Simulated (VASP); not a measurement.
Crystal: HfO2.

```
CELL_PARAMETERS angstrom
0.00000 2.53566 2.53566
2.53566 0.00000 2.53566
2.53566 2.53566 0.00000
ATOMIC_POSITIONS crystal
Hf 0.00000 0.00000 0.00000
O 0.25000 0.25000 0.25000
O 0.75000 0.75000 0.75000
```

The cell was built by a generator and needn't be a form met in nature.

Base run:

- Program: VASP 6.6.1
- Functional: r2SCAN
- Potentials or basis: VASP PAW PBE potentials, release 64 (Hf_pv, O)
- Cutoff: 520 eV
- k mesh: 10 × 10 × 10
- Occupations: gaussian, width 0.02 eV
- Spin: no spin polarisation

Its results: band gap on the k mesh 4.29 eV, direct; pressure -5.9 GPa.

The run is repeated on the same cell with these changes: functional from r2SCAN to PBE. What comes out?

Band gap on the k mesh 3.80 eV, direct; pressure 0.2 GPa.

r2SCAN gives the wider gap, since meta-GGAs in the generalised Kohn-Sham scheme recover part of the derivative discontinuity.

Caveats: spin-orbit coupling is left out, which moves the levels of the heavy elements; the PAW data sets were made with another functional, which shifts forces and pressure a little (some runs).
